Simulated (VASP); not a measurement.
# BiSbSe (P-6m2) in VASP: reference runs

Reference runs on BiSbSe: the cell as given.

Program: VASP 6.6.1. These are calculated values, not measurements. Logs are shortened: lines on timing, memory, paths and dates and some standing lists are left out, and cuts for length are marked.

**1. Starting point**

It takes space group P-6m2 (No. 187, hexagonal). Conventional cell: a = 4.817 Å, b = 4.817 Å, c = 4.702 Å, α = 90.00°, β = 90.00°, γ = 120.00°. Sb (site symmetry -6m2) is surrounded by 3 Se at 2.78 Å. Bi (site symmetry -6m2) has 6 Sb at 3.64 Å and 6 Se at 3.64 Å as nearest neighbours. Se (site symmetry -6m2) is surrounded by 3 Sb at 2.78 Å.

The cell was built by a generator and needn't be a form met in nature.

**2. Single point, PBE**

INCAR

```
ALGO = Normal
EDIFF = 1E-7
ENCUT = 520
GGA = PE
ISIF = 2
ISMEAR = -1
LASPH = True
LCHARG = False
LREAL = False
LWAVE = False
NBANDS = 20
NELM = 100
PREC = Accurate
SIGMA = 0.05
```

KPOINTS

```
k-points
0
Gamma
  7 7 6
```

POSCAR

```
BiSbSe
1.0
    4.8166155100      0.0000000000      0.0000000000
   -2.4083077600      4.1713113900      0.0000000000
    0.0000000000      0.0000000000      4.7024033100
Sb Bi Se
1 1 1
Direct
    0.6666666700      0.3333333300      0.5000000000
    0.0000000000      0.0000000000      0.0000000000
    0.3333333300      0.6666666700      0.5000000000
```

Potentials or basis: VASP PAW PBE potentials, release 64 (Sb, Bi_d, Se).

The run is started by

```
$ cat potpaw_PBE.64/Sb/POTCAR potpaw_PBE.64/Bi_d/POTCAR potpaw_PBE.64/Se/POTCAR > POTCAR
$ mpirun -np 1 vasp_std > vasp.out
```

OUTCAR:

```text
EDIFF = 1E-7
   ENCUT = 520
   GGA = PE
   ISIF = 2
   ISMEAR = -1
   LASPH = True
   LREAL = False
   NELM = 100
   PREC = Accurate

 ion  position               nearest neighbor table
   1  0.667  0.333  0.500-   3 2.78   3 2.78   3 2.78   2 3.64   2 3.64   2 3.64   2 3.64   2 3.64
                             2 3.64
   2  0.000  0.000  0.000-   1 3.64   1 3.64   1 3.64   1 3.64   1 3.64   1 3.64
   3  0.333  0.667  0.500-   1 2.78   1 2.78   1 2.78

  LATTYP: Found a hexagonal cell.
 ALAT       =     4.8166155100
 C/A-ratio  =     0.9762878727

  Lattice vectors:

 A1 = (   4.8166155100,   0.0000000000,   0.0000000000)
 A2 = (  -2.4083077600,   4.1713113900,   0.0000000000)
 A3 = (   0.0000000000,   0.0000000000,   4.7024033100)

Analysis of symmetry for initial positions (statically):
=====================================================================
 Subroutine PRICEL returns:
 Original cell was already a primitive cell.

 Routine SETGRP: Setting up the symmetry group for a
 hexagonal supercell.

 Subroutine GETGRP returns: Found 12 space group operations
 (whereof 12 operations were pure point group operations)
 out of a pool of 24 trial point group operations.

The static configuration has the point symmetry D_3h.

Analysis of symmetry for dynamics (positions and initial velocities):
=====================================================================
 Subroutine PRICEL returns:
 Original cell was already a primitive cell.

 Routine SETGRP: Setting up the symmetry group for a
 hexagonal supercell.

 Subroutine GETGRP returns: Found 12 space group operations
 (whereof 12 operations were pure point group operations)
 out of a pool of 24 trial point group operations.

The dynamic configuration has the point symmetry D_3h.

 Subroutine INISYM returns: Found 12 space group operations
 (whereof 12 operations are pure point group operations),
 and found     1 'primitive' translations

----------------------------------------------------------------------------------------

                                     Primitive cell

  volume of cell :      94.4788

  direct lattice vectors                    reciprocal lattice vectors
     4.816615510  0.000000000  0.000000000     0.207614662  0.119866381  0.000000000
    -2.408307760  4.171311390  0.000000000     0.000000000  0.239732762  0.000000000
     0.000000000  0.000000000  4.702403310     0.000000000  0.000000000  0.212657217

  length of vectors
     4.816615510  4.816615511  4.702403310     0.239732762  0.239732762  0.212657217
[... 83 lines left out ...]
   EDIFF  = 0.1E-06   stopping-criterion for ELM
   LREAL  =      F    real-space projection
   EDIFFG = 0.1E-05   stopping-criterion for IOM
   NSW    =      0    number of steps for IOM
   IBRION =     -1    ionic relax: 0-MD 1-quasi-New 2-CG
   NFREE  =      0    steps in history (QN), initial steepest desc. (CG)
   ISIF   =      2    stress and relaxation
   ISYM   =      2    0-nonsym 1-usesym 2-fastsym
   POTIM  = 0.5000    time-step for ionic-motion
   TEBEG  =    0.0;   TEEND  =   0.0 temperature during run
   PSTRESS=    0.0 pullay stress
   NELECT =      26.0000    total number of electrons
   NUPDOWN=      -1.0000    fix difference up-down
   EMIN   =  10.00;   EMAX   =-10.00  energy-range for DOS
   EFERMI =   0.00;   METHOD = LEGACY
   ISMEAR =    -1;   SIGMA  =   0.05  broadening in eV -4-tet -1-fermi 0-gaus
   EFERMI_NEDOS =   21; number of points for ismear=-14 and -15
   IALGO  =     38    algorithm
   IMIX   =      4    mixing-type and parameters
     AMIX     =   0.40;   BMIX     =  1.00
     AMIX_MAG =   1.60;   BMIX_MAG =  1.00
  volume/ion in A,a.u.               =      31.49       212.52
  Fermi-wavevector in a.u.,A,eV,Ry     =   1.064848  2.012272 15.427676  1.133902
  Thomas-Fermi vector in A             =   2.200381
   LORBIT       =      0    0 simple, 1 ext, 2 COOP (PROOUT), +10 PAW based schemes
   GGA     = PE    functional components
   LHFCALC =     F    Hartree Fock is set to
   AEXX    =    0.0000 exact exchange contribution
   IVDW    =     0    specifies the selected vdW correction
   LEPSILON=     F    determine dielectric tensor
   LRPA    =     F    only Hartree local field effects (RPA)
 non-spin polarized calculation
  energy-cutoff  :      520.00
  volume of cell :       94.48
 maximum number of plane-waves:      2567
 NGX is ok and might be reduce to    36
   NGX = 17   NGY = 17   NGZ = 17

 number of electron      25.9999994 magnetization

 Free energy of the ion-electron system (eV)
  ---------------------------------------------------
  ext. energy  EPLUGINS =         0.00000000
  ---------------------------------------------------
  free energy    TOTEN  =       -10.35754373 eV

  energy without entropy =      -10.33453042  energy(sigma->0) =      -10.34603708

 E-fermi :   5.4750     XC(G=0):  -9.3769

 val. band max:        5.4636627434   @ k =   0.1429   0.1429   0.0000
 cond. band min:       5.4790922582   @ k =   0.2857   0.0000   0.0000
 fundamental gap:      0.0154295148
 Fermi energy:         5.4750227973

 k-point     1 :       0.0000    0.0000    0.0000
  band No.  band energies     occupation
      1     -17.4533      2.00000
      2     -17.4533      2.00000
      3     -17.4485      2.00000
      4     -17.4465      2.00000
      5     -17.4465      2.00000
      6      -8.7493      2.00000
[... 541 lines left out ...]
     19      12.3459      0.00000
     20      13.1873      0.00000

 [... further k-points ...]

------------------------ aborting loop because EDIFF is reached ----------------------------------------

  FORCE on cell =-STRESS in cart. coord.  units (eV):
  Direction    XX          YY          ZZ          XY          YZ          ZX
  --------------------------------------------------------------------------------------
  -------------------------------------------------------------------------------------
  Total        0.6039714      0.6039714     -3.3268685     -0.0000000      0.0000000     -0.0000000
  in kB       10.2421820     10.2421820    -56.4172289     -0.0000000      0.0000000     -0.0000000
  external PRESSURE =     -11.9776216 kB  Pullay stress =       0.0000000 kB

 VOLUME and BASIS-vectors are now :
 -----------------------------------------------------------------------------
  energy-cutoff  :      520.00
  volume of cell :       94.48
      direct lattice vectors                 reciprocal lattice vectors
     4.816615510  0.000000000  0.000000000     0.207614662  0.119866381  0.000000000
    -2.408307760  4.171311390  0.000000000     0.000000000  0.239732762  0.000000000
     0.000000000  0.000000000  4.702403310     0.000000000  0.000000000  0.212657217

 POSITION                                       TOTAL-FORCE (eV/Angst)
 -----------------------------------------------------------------------------------
      2.40831      1.39044      2.35120         0.000000      0.000000      0.000000
      0.00000      0.00000      0.00000         0.000000     -0.000000      0.000000
     -0.00000      2.78087      2.35120        -0.000000      0.000000      0.000000
 -----------------------------------------------------------------------------------
    total drift:                                0.000006     -0.000003     -0.000000

  FREE ENERGIE OF THE ION-ELECTRON SYSTEM (eV)
  ---------------------------------------------------
  free  energy   TOTEN  =       -10.3575437316 eV

  energy  without entropy=      -10.3345304242  energy(sigma->0) =      -10.34603708
```

It took 28 s on 1 thread of Intel Xeon Platinum 8488C (Sapphire Rapids), shared host; peak memory 0.24 GiB.

What came out:

```yaml
Free_energy: -10.3575 eV
Pressure: -1.2 GPa
Band_gap_on_the_k_mesh: none (metal or under the smearing width)
```

Stress tensor (GPa, compression positive):
```
 1.02  0.00  0.00
 0.00  1.02  0.00
 0.00  0.00 -5.64
```

Levels at points of the mesh, in eV from the Fermi level:
| k point | band 9 | band 10 | band 11 | band 12 | band 13 | band 14 | band 15 | band 16 | band 17 | band 18 |
| --- | --- | --- | --- | --- | --- | --- | --- | --- | --- | --- |
| (0.00, 0.00, 0.00) | -4.04 | -4.04 | -3.90 | -1.39 | -1.39 | 0.81 | 2.91 | 3.02 | 3.24 | 3.24 |
| (0.00, 0.00, 0.50) | -3.95 | -3.95 | -2.84 | -0.36 | 0.22 | 0.22 | 0.29 | 0.29 | 0.40 | 5.01 |

Caveat: spin-orbit coupling is left out, which moves the levels of the heavy elements.
